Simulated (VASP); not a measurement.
The input files of a VASP run:

File KPOINTS:
```
k-points along high-symmetry lines
5
Line-mode
Reciprocal
  0.000000   0.000000   0.000000 ! GAMMA
  0.500000  -0.000000   0.000000 ! M

  0.500000  -0.000000   0.000000 ! M
  0.333333   0.333333   0.000000 ! K

  0.333333   0.333333   0.000000 ! K
  0.000000   0.000000   0.000000 ! GAMMA

  0.000000   0.000000   0.000000 ! GAMMA
  0.000000   0.000000   0.500000 ! A

  0.000000   0.000000   0.500000 ! A
  0.500000  -0.000000   0.500000 ! L

  0.500000  -0.000000   0.500000 ! L
  0.333333   0.333333   0.500000 ! H

  0.333333   0.333333   0.500000 ! H
  0.000000   0.000000   0.500000 ! A

  0.500000  -0.000000   0.500000 ! L
  0.500000  -0.000000   0.000000 ! M

  0.333333   0.333333   0.500000 ! H
  0.333333   0.333333   0.000000 ! K
```

POSCAR:
```
SnSe2
1
    1.9431000000    -3.3655480000     0.0000000000
    1.9431000000     3.3655480000     0.0000000000
    0.0000000000     0.0000000000     6.2628000000
Sn Se
1 2
Direct
  0.0000000000   0.0000000000   0.0000000000
  0.3333330000   0.6666670000   0.2500000000
  0.6666670000   0.3333330000   0.7500000000
```

**INCAR**
```
SYSTEM = SnSe2
PREC = Accurate
ENCUT = 400
EDIFF = 1E-6
NELM = 100
ALGO = Normal
LREAL = .FALSE.
LASPH = .TRUE.
ISMEAR = 0
SIGMA = 0.05
GGA = PE
LMAXMIX = 4
LWAVE = .FALSE.
LCHARG = .FALSE.
ISIF = 2
```

POTCAR, in this order: Sn_d Se (PBE.64 set). Program: vasp_std.

The resulting files:

standard output:
```
 POSCAR found type information on POSCAR SnSe
 POSCAR found :  2 types and       3 ions
 Reading from existing POTCAR
 Reading from existing POTCAR
 LDA part: xc-table for (Slater+PW92), standard interpolation
 POSCAR, INCAR and KPOINTS ok, starting setup
 WAVECAR not read
 entering main loop
       N       E                     dE             d eps       ncg     rms          rms(c)
DAV:   1     0.175033795800E+03    0.17503E+03   -0.10912E+04  1546   0.144E+03
DAV:   2     0.674309403701E+01   -0.16829E+03   -0.16577E+03  1724   0.340E+02
DAV:   3    -0.105573186118E+02   -0.17300E+02   -0.16783E+02  1907   0.109E+02
DAV:   4    -0.110890604030E+02   -0.53174E+00   -0.53109E+00  1869   0.201E+01
DAV:   5    -0.111021614124E+02   -0.13101E-01   -0.13100E-01  2239   0.312E+00    0.492E+00
DAV:   6    -0.107602885202E+02    0.34187E+00   -0.90430E-01  2255   0.955E+00    0.324E+00
DAV:   7    -0.107447327424E+02    0.15556E-01   -0.18293E-01  1730   0.274E+00    0.119E+00
DAV:   8    -0.107460391925E+02   -0.13065E-02   -0.15199E-02  1908   0.122E+00    0.321E-01
DAV:   9    -0.107470329060E+02   -0.99371E-03   -0.18747E-03  1724   0.361E-01    0.947E-02
DAV:  10    -0.107470503634E+02   -0.17457E-04   -0.15970E-04  2188   0.101E-01    0.392E-02
DAV:  11    -0.107471085728E+02   -0.58209E-04   -0.82302E-05  1634   0.543E-02    0.148E-02
DAV:  12    -0.107471105145E+02   -0.19417E-05   -0.47007E-06  1790   0.166E-02    0.733E-03
DAV:  13    -0.107471120731E+02   -0.15586E-05   -0.32987E-06  1432   0.107E-02    0.198E-03
DAV:  14    -0.107471122325E+02   -0.15944E-06   -0.93204E-08   943   0.221E-03
   1 F= -.10747112E+02 E0= -.10747112E+02  d E =-.363788E-13
```

### OUTCAR
```
------------------------ aborting loop because EDIFF is reached ----------------------------------------
  FORCE on cell =-STRESS in cart. coord.  units (eV):
  Direction    XX          YY          ZZ          XY          YZ          ZX
  --------------------------------------------------------------------------------------
  Total        2.5186469      2.5186470      0.8897485      0.0000000     -0.0000000      0.0000000
  in kB       49.2638548     49.2638571     17.4031708      0.0000000     -0.0000000      0.0000000
  external PRESSURE =      38.6436276 kB  Pullay stress =       0.0000000 kB
  volume of cell :       81.91
      direct lattice vectors                 reciprocal lattice vectors
     1.943100000 -3.365548000  0.000000000     0.257320776 -0.148564216  0.000000000
     1.943100000  3.365548000  0.000000000     0.257320776  0.148564216  0.000000000
     0.000000000  0.000000000  6.262800000     0.000000000  0.000000000  0.159672990
 POSITION                                       TOTAL-FORCE (eV/Angst)
 -----------------------------------------------------------------------------------
      0.00000      0.00000      0.00000         0.000000     -0.000000      0.000000
      1.94310      1.12185      1.56570        -0.000000     -0.000000      0.268967
      1.94310     -1.12185      4.69710         0.000000      0.000000     -0.268967
 -----------------------------------------------------------------------------------
    total drift:                                0.000000      0.000000      0.000000
  FREE ENERGIE OF THE ION-ELECTRON SYSTEM (eV)
  ---------------------------------------------------
  free  energy   TOTEN  =       -10.7471122325 eV

  energy  without entropy=      -10.7471122325  energy(sigma->0) =      -10.74711223
```
(Selected blocks of OUTCAR.)

Question: The run ends quietly. Is anything wrong with it?

Answer: The cause: a line-mode KPOINTS file was used for a self-consistent run. The run ends without an error. Against the sound run, the energy per atom (σ→0) goes up by 0.357 eV/atom; the pressure increases by 2.69 GPa; the largest force increases by 0.122 eV/Å. To mend it, correct KPOINTS.
**KPOINTS**
```
Automatic mesh
0
Gamma
5 5 3
0 0 0
```
The mended run (PBE GGA, plane waves, VASP's PBE PAW potentials (set 64)) converges, and its OSZICAR ends with
```
   1 F= -.11816964E+02 E0= -.11816964E+02  d E =-.442393E-11
```

The compound is SnSe2 in the 1T layered structure. The cell was not relaxed at this level.
